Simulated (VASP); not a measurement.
VASP ran on this input.

File KPOINTS:
```
Automatic mesh
0
Gamma
13 13 13
0 0 0
```

**POSCAR**
```
TaC
1.0
  0.0000000000   2.2300000000   2.2300000000
  2.2300000000   0.0000000000   2.2300000000
  2.2300000000   2.2300000000   0.0000000000
Ta C
1 1
Direct
  0.0000000000   0.0000000000   0.0000000000
  0.5000000000   0.5000000000   0.5000000000
```

INCAR:
```
SYSTEM = TaC
PREC = Accurate
ENCUT = 520
EDIFF = 1E-6
NELM = 100
ALGO = Normal
LREAL = .FALSE.
LASPH = .TRUE.
ISMEAR = 1
SIGMA = 0.1
GGA = ML
ZAB_VDW = -1.8867
LUSE_VDW = .TRUE.
AGGAC = 0.0
LMAXMIX = 6
LWAVE = .FALSE.
LCHARG = .FALSE.
IBRION = 2
ISIF = 3
NSW = 60
EDIFFG = -0.01
```

POTCAR, in this order: Ta_pv C (PBE.64 set). Program: vasp_std.

Task: Write an equivalent input for Quantum ESPRESSO's pw.x.

Result: One equivalent input (not run):
```
&CONTROL
  calculation = 'vc-relax'
  pseudo_dir = './pseudo'
  outdir = './out'
  tprnfor = .true.
  tstress = .true.
  nstep = 60
  forc_conv_thr = 0.00039
/
&SYSTEM
  ibrav = 0
  nat = 2
  ntyp = 2
  ecutwfc = 82
  occupations = 'smearing'
  smearing = 'methfessel-paxton'
  degauss = 0.00735
  input_dft = 'vdw-df2'
/
&ELECTRONS
  conv_thr = 7.3e-08
  electron_maxstep = 100
/
&IONS
/
&CELL
/
ATOMIC_SPECIES
  Ta 180.948 Ta.upf
  C 12.011 C.upf
CELL_PARAMETERS angstrom
     0.0000000    2.2300000    2.2300000
     2.2300000    0.0000000    2.2300000
     2.2300000    2.2300000    0.0000000
ATOMIC_POSITIONS crystal
  Ta   0.0000000  0.0000000  0.0000000
  C    0.5000000  0.5000000  0.5000000
K_POINTS automatic
  13 13 13 0 0 0
```
Limits of the translation: the potentials are each code's own (VASP's PAW set, PseudoDojo norm-conserving files in pw.x), so ENCUT and ecutwfc are chosen apart and not converted; conv_thr bounds pw.x's estimated SCF error, while EDIFF bounds the energy change between steps; forc_conv_thr acts on force components and is met together with etot_conv_thr.

The compound is TaC in the rock salt structure. This run relaxes it. Symmetry was kept, so distortions that lower it aren't found.
